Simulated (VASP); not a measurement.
# Which face does Fe expose?, part 3 of 6

How do surface energy, work function and relaxation of Fe depend on the face?

VASP 6.6.1, plane waves and PAW; the level of theory is named at each step.

Still holding for the runs below: The magnetic state follows from one typed start and may not be the lowest.

So far, largest spin moment in the PAW sphere (μB): step 2 (the bulk reference, job relaxation, k-mesh 19×19×19) 2.20; step 4 (surface relaxation, 7 atoms, face Fe(110)) 2.55.

## Step 5: Vacuum level and density of states, 7 atoms, face Fe(110)

Level of this step: PBE, spin-polarised from a ferromagnetic start; plane waves and PAW (Fe) (VASP).

A static run writes the electrostatic potential without exchange and correlation (LVHAR), which is flat in the vacuum and gives the level to count from. The dipole correction cancels the field that unlike faces would set up across the vacuum.

Contents of INCAR:

```
SYSTEM = Fe
PREC = Normal
ENCUT = 320
EDIFF = 1E-06
NELM = 120
ISMEAR = 1
SIGMA = 0.15
LREAL = .FALSE.
ALGO = Fast
GGA = PE
NBANDS = 51
ISPIN = 2
MAGMOM = 3 3 3 3 3 3 3
LASPH = .TRUE.
LMAXMIX = 4
LORBIT = 11
LWAVE = .FALSE.
LCHARG = .TRUE.
KPAR = 4
IDIPOL = 3
LDIPOL = .TRUE.
DIPOL = 0.5 0.5 0.5
LVHAR = .TRUE.
LVACPOTAV = .TRUE.
NEDOS = 1500
```

Contents of POSCAR:

```
Fe
1.0
    2.8313482166      0.0000000000      0.0000000000
    1.4156741083      2.0020655239      0.0000000000
    0.0000000000      0.0000000000     27.0123931431
Fe
7
Direct
    0.0000000000      0.0000000000      0.2776807360
    0.5000000000      0.0000000000      0.3516154571
    0.0000000000      0.0000000000      0.4261078628
    0.5000000000      0.0000000000      0.5000000000
    0.0000000000      0.0000000000      0.5738921372
    0.5000000000      0.0000000000      0.6483845429
    0.0000000000      0.0000000000      0.7223192640
```

Contents of KPOINTS:

```
Automatic mesh
0
Gamma
15 15 1
0 0 0
```

PAW data sets: Fe (PBE family, release 64).

Started as:

```
$ mpirun -np 4 vasp_std
```

Log:

```text
[... set-up lines as in an earlier step ...]
 entering main loop
       N       E                     dE             d eps       ncg     rms          rms(c)
DAV:   1     0.383724054930E+03    0.38372E+03   -0.17775E+04 13144   0.855E+02
DAV:   2    -0.346007863380E+02   -0.41832E+03   -0.38159E+03 13082   0.251E+02
DAV:   3    -0.616359085011E+02   -0.27035E+02   -0.24861E+02 14105   0.895E+01
DAV:   4    -0.621003897886E+02   -0.46448E+00   -0.46331E+00 14680   0.137E+01
DAV:   5    -0.621054302776E+02   -0.50405E-02   -0.50400E-02 15041   0.122E+00    0.290E+01
RMM:   6    -0.897989292597E+02   -0.27693E+02   -0.53232E+01 14906   0.531E+01    0.659E+01
RMM:   7    -0.704925143764E+02    0.19306E+02   -0.10915E+01 14982   0.208E+01    0.565E+01
RMM:   8    -0.546370804086E+02    0.15855E+02   -0.90096E+00 14706   0.209E+01    0.329E+01
RMM:   9    -0.580718416196E+02   -0.34348E+01   -0.63062E+00 14792   0.164E+01    0.430E+01
RMM:  10    -0.521595599642E+02    0.59123E+01   -0.44628E+00 14683   0.159E+01    0.184E+01
RMM:  11    -0.525477686505E+02   -0.38821E+00   -0.73427E-01 14227   0.584E+00    0.732E+00
RMM:  12    -0.535565142591E+02   -0.10087E+01   -0.51915E-01 14519   0.374E+00    0.756E+00
RMM:  13    -0.551044478870E+02   -0.15479E+01   -0.11706E+00 16116   0.618E+00    0.123E+01
RMM:  14    -0.552694429542E+02   -0.16500E+00   -0.12589E+00 16863   0.557E+00    0.523E+00
RMM:  15    -0.552028666941E+02    0.66576E-01   -0.10667E-01 14466   0.182E+00    0.400E+00
RMM:  16    -0.552380410264E+02   -0.35174E-01   -0.23437E-02 14740   0.834E-01    0.314E+00
RMM:  17    -0.554070499081E+02   -0.16901E+00   -0.49219E-02 16004   0.851E-01    0.342E+00
RMM:  18    -0.554420075602E+02   -0.34958E-01   -0.92660E-03 15337   0.444E-01    0.309E+00
RMM:  19    -0.555170180594E+02   -0.75010E-01   -0.35329E-02 16717   0.575E-01    0.262E+00
RMM:  20    -0.555602790936E+02   -0.43261E-01   -0.15050E-02 16206   0.366E-01    0.224E+00
RMM:  21    -0.556114316945E+02   -0.51153E-01   -0.36310E-02 17426   0.520E-01    0.149E+00
RMM:  22    -0.556827213447E+02   -0.71290E-01   -0.40138E-02 17523   0.460E-01    0.111E+00
RMM:  23    -0.557028332687E+02   -0.20112E-01   -0.21856E-02 17389   0.427E-01    0.638E-01
RMM:  24    -0.557400456380E+02   -0.37212E-01   -0.19583E-03 15308   0.260E-01    0.431E-01
RMM:  25    -0.557752659252E+02   -0.35220E-01   -0.14540E-03 15536   0.129E-01    0.304E-01
RMM:  26    -0.558329293999E+02   -0.57663E-01   -0.26781E-03 16442   0.177E-01    0.228E-01
RMM:  27    -0.558932321247E+02   -0.60303E-01   -0.32450E-03 16744   0.159E-01    0.339E-01
RMM:  28    -0.559212822316E+02   -0.28050E-01   -0.23278E-03 16679   0.155E-01    0.203E-01
RMM:  29    -0.559523626939E+02   -0.31080E-01   -0.18135E-03 16549   0.110E-01    0.174E-01
RMM:  30    -0.559910515562E+02   -0.38689E-01   -0.19692E-03 16858   0.119E-01    0.781E-02
RMM:  31    -0.560129679568E+02   -0.21916E-01   -0.43879E-04 16125   0.832E-02    0.686E-02
RMM:  32    -0.560203475559E+02   -0.73796E-02   -0.81733E-05 15613   0.475E-02    0.487E-02
RMM:  33    -0.560221577790E+02   -0.18102E-02   -0.22012E-05 15212   0.294E-02    0.571E-02
RMM:  34    -0.560232881613E+02   -0.11304E-02   -0.16297E-05 15565   0.238E-02    0.269E-02
RMM:  35    -0.560237814044E+02   -0.49324E-03   -0.93862E-06 15149   0.133E-02    0.133E-02
RMM:  36    -0.560238855575E+02   -0.10415E-03   -0.33064E-06 12827   0.848E-03    0.826E-03
RMM:  37    -0.560239052316E+02   -0.19674E-04   -0.50825E-07 10417   0.396E-03    0.610E-03
RMM:  38    -0.560239152448E+02   -0.10013E-04   -0.17872E-07 10009   0.233E-03    0.384E-03
RMM:  39    -0.560239208551E+02   -0.56103E-05   -0.16296E-07 10068   0.197E-03    0.315E-03
RMM:  40    -0.560239215877E+02   -0.73264E-06   -0.96316E-08  9777   0.156E-03
 -----------------------------------------------------------------------------
|                                                                             |
|           W    W    AA    RRRRR   N    N  II  N    N   GGGG   !!!           |
|           W    W   A  A   R    R  NN   N  II  NN   N  G    G  !!!           |
|           W    W  A    A  R    R  N N  N  II  N N  N  G       !!!           |
|           W WW W  AAAAAA  RRRRR   N  N N  II  N  N N  G  GGG   !            |
|           WW  WW  A    A  R   R   N   NN  II  N   NN  G    G                |
|           W    W  A    A  R    R  N    N  II  N    N   GGGG   !!!           |
|                                                                             |
|     Did not find any points to average over, which means that no vacuum     |
|     field-free region was found. Please increase the size of  your cell     |
|     in the dimension of the dipole correction to obtain accurate            |
|     workfunction values.                                                    |
|                                                                             |
 -----------------------------------------------------------------------------

   1 F= -.56023922E+02 E0= -.56023039E+02  d E =-.264899E-02  mag=    16.2561
 -----------------------------------------------------------------------------
|                                                                             |
|           W    W    AA    RRRRR   N    N  II  N    N   GGGG   !!!           |
|           W    W   A  A   R    R  NN   N  II  NN   N  G    G  !!!           |
|           W    W  A    A  R    R  N N  N  II  N N  N  G       !!!           |
|           W WW W  AAAAAA  RRRRR   N  N N  II  N  N N  G  GGG   !            |
|           WW  WW  A    A  R   R   N   NN  II  N   NN  G    G                |
|           W    W  A    A  R    R  N    N  II  N    N   GGGG   !!!           |
|                                                                             |
|     Did not find any points to average over, which means that no vacuum     |
|     field-free region was found. Please increase the size of  your cell     |
|     in the dimension of the dipole correction to obtain accurate            |
|     workfunction values.                                                    |
|                                                                             |
 -----------------------------------------------------------------------------
```

Run time: 7.1 min. Hardware: 4 MPI ranks of AMD EPYC 7R43, shared host; peak memory 1.4 GiB; 28 min of CPU time.

From OUTCAR (step 5):

```text
   NELECT =      56.0000    total number of electrons

 dipolmoment           0.000000      0.000000     -0.000000 electrons x Angstroem

 E-fermi :   0.8492

 spin component 1
 k-point     1 :       0.0000    0.0000    0.0000
  band No.  band energies     occupation
    ...
     37      -0.0816      1.00000
     38      -0.0638      1.00000
     39       0.2807      1.00000
     40       0.7050      1.02064
     41       0.7433      0.96212
     42       1.1142     -0.01576
     43       1.2537     -0.00046
     44       5.2259      0.00000
     45       5.5286      0.00000
     46       6.5750      0.00000
    ...

 k-point     2 :       0.0667   -0.0000    0.0000
  band No.  band energies     occupation
    ...
     37      -0.0392      1.00000
     38      -0.0057      1.00000
     39       0.4112      1.00014
     40       0.4500      1.00055
     41       0.8346      0.58221
     42       1.4176     -0.00000
     43       2.0429     -0.00000
     44       5.3509      0.00000
     45       5.6578      0.00000
     46       6.6918      0.00000
    ...

  Total       -1.5225228     -0.8469178     -0.0268411      0.0000000      0.0000000      0.0000000
  in kB      -15.9308800     -8.8617030     -0.2808513      0.0000000      0.0000000      0.0000000
  external PRESSURE =      -8.3578114 kB  Pullay stress =       0.0000000 kB

 POSITION                                       TOTAL-FORCE (eV/Angst)
 -----------------------------------------------------------------------------------
      0.00000      0.00000      7.50082        -0.000000      0.000000     -0.010978
      1.41567      0.00000      9.49797         0.000000      0.000000      0.011341
      0.00000      0.00000     11.51019        -0.000000      0.000000      0.012399
      1.41567      0.00000     13.50620         0.000000      0.000000     -0.000000
      0.00000      0.00000     15.50220         0.000000     -0.000000     -0.012399
      1.41567      0.00000     17.51442         0.000000     -0.000000     -0.011341
      0.00000      0.00000     19.51157         0.000000     -0.000000      0.010978
 -----------------------------------------------------------------------------------
    total drift:                                0.000000     -0.000000     -0.000000

  FREE ENERGIE OF THE ION-ELECTRON SYSTEM (eV)
  ---------------------------------------------------
  free  energy   TOTEN  =       -56.0239215877 eV

  energy  without entropy=      -56.0212725986  energy(sigma->0) =      -56.02303859

[... 8 parts as in an earlier step ...]

[... 15 further parts left out ...]
```

Numbers from this step:

- electronic cycles: 40
- Fermi energy: 0.8492 eV
- dipole moment: 0, 0, 0 e·Å
- work functions of the upper and lower face: 4.765, 4.765 eV

The planar average of the electrostatic potential oscillates, so the rows of the table below give means over windows of 2.03 Å about each position, cut where the curve ends. Its maxima inside the range that stand out by 2 % of the span (Å: eV): 8.6: -1.24, 10.5: -0.992, 12.5: -1.06, 14.5: -1.06, 16.5: -0.992, 18.5: -1.24. Its minima: 7.5: -10.1, 9.5: -10.1, 11.5: -10.1, 13.5: -10.1, 15.5: -10.1, 17.6: -10.1, 19.5: -10.1.

Zero at the Fermi level. The planar average of the electrostatic potential by height; means over each step:

```
height (Å)  planar average of the electrostatic potential (eV)
      1.01                                                4.76
      3.04                                                4.76
      5.08                                                4.47
      7.11                                               -4.77
      9.14                                               -5.87
     11.17                                               -5.78
     13.20                                               -5.82
     15.23                                               -5.81
     17.26                                               -5.80
     19.29                                               -5.84
     21.32                                                3.41
     23.35                                                4.76
     25.38                                                4.76
```

Density of states in the PAW spheres, an atom over height of the layer and energy from the Fermi level.

Values in states/eV, 22 rows by 7 columns, each cell a mean:
```
0.75 0.50 0.54 0.53 0.54 0.50 0.75
1.06 0.82 0.94 0.94 0.94 0.82 1.06
1.77 1.52 1.36 1.22 1.36 1.52 1.77
2.16 2.48 2.60 2.72 2.60 2.48 2.16
2.86 3.08 2.90 2.96 2.90 3.08 2.86
2.05 1.88 1.96 1.87 1.96 1.88 2.05
1.24 0.79 0.89 0.85 0.89 0.79 1.24
1.67 1.28 1.35 1.42 1.35 1.28 1.67
1.44 1.44 1.60 1.63 1.60 1.44 1.44
1.40 1.58 1.48 1.47 1.48 1.58 1.40
0.80 1.02 1.10 1.02 1.10 1.02 0.80
0.71 0.80 0.68 0.73 0.68 0.80 0.71
0.59 0.91 0.81 0.86 0.81 0.91 0.59
0.31 0.54 0.56 0.53 0.56 0.54 0.31
0.16 0.22 0.24 0.25 0.24 0.22 0.16
0.11 0.14 0.16 0.15 0.16 0.14 0.11
0.09 0.11 0.11 0.11 0.11 0.11 0.09
0.06 0.10 0.09 0.11 0.09 0.10 0.06
0.05 0.09 0.07 0.08 0.07 0.09 0.05
0.03 0.07 0.07 0.06 0.07 0.07 0.03
0.02 0.06 0.05 0.04 0.05 0.06 0.02
0.01 0.03 0.04 0.04 0.04 0.03 0.01
```
Columns: height of the layer (Å) from 7.5 to 19.5; rows upwards: energy from the Fermi level (eV) from -7.9 to 0.5.

Spin density in the ca plane at fractional y = 0.000, with atoms of Fe within 0.2 Å of it.

Values in e/Å³, 5 rows by 16 columns, each cell a mean:
```
0.0 0.0 0.4 1.3 0.0 0.0 0.4 1.3 0.0 0.0 0.5 1.4 0.0 0.0 0.0 0.0
0.3 1.1 0.0 0.1 0.3 1.0 0.0 0.1 0.3 1.0 0.0 0.1 0.0 0.0 0.0 0.0
0.6 2.2 0.0 0.0 0.6 2.0 0.0 0.0 0.7 2.1 0.0 0.0 0.0 0.0 0.0 0.0
0.1 0.5 0.1 0.3 0.1 0.5 0.1 0.3 0.2 0.5 0.1 0.3 0.0 0.0 0.0 0.0
0.0 0.0 0.5 1.9 0.0 0.0 0.6 1.8 0.0 0.0 0.8 2.1 0.1 0.0 0.0 0.0
```
Columns run along c (16.0 Å, from fractional 0.32 to 0.91 of the cell), rows up along a (2.8 Å). Atoms in or near the plane, at fractional coordinates: Fe at (0.35, 0.50), Fe at (0.43, 0.00), Fe at (0.50, 0.50), Fe at (0.57, 0.00), Fe at (0.65, 0.50), Fe at (0.72, 0.00).

Valence density in the ca plane at fractional y = 0.000, with atoms of Fe within 0.2 Å of it. It is the smooth field of the valence electrons, not physical close to the nuclei.

Ten even steps from '0' (0.0 e/Å³) to '9' (7.4 e/Å³), each cell a mean:
```
00000003762000000037620000000376100000000000
00010001220000100012100001000121000000000000
01353000000013520000000135200000000000000000
01695100000016951000000169510000000000000000
01574100000015741000000157410000000000000000
00121000110001210001000012100010000000000000
00000002441000000024410000000244100000000000
00000003983000000049820000000498200000000000
```
Columns run along c (16.0 Å, from fractional 0.32 to 0.91 of the cell), rows up along a (2.8 Å). Atoms in or near the plane, at fractional coordinates: Fe at (0.35, 0.50), Fe at (0.43, 0.00), Fe at (0.50, 0.50), Fe at (0.57, 0.00), Fe at (0.65, 0.50), Fe at (0.72, 0.00).

The map of layer states is cut here 0.5 eV above the Fermi level, so it leaves out the states above that.

The program warns that it found no field-free vacuum at its default tolerance, so these levels carry more doubt.

On this mesh the fine structure of the density of states is sampling noise, and high empty states may be cut by the number of bands.

[end of part 3 of 6]

[Lines on the potential files, build, host, timing and source positions are cut from VASP's logs without a mark.]

[Logs are printed without paths, hosts, clocks, repeated set-up lines and the standing remarks that a program may print on its own settings, such as how far it seeks lower states.]

[Hosts, paths, dates, database ids (printed as entryN), source tags and the programs' standing remarks are cut or masked in the printed files.]

[Runs that stopped without an error message from VASP are left out.]
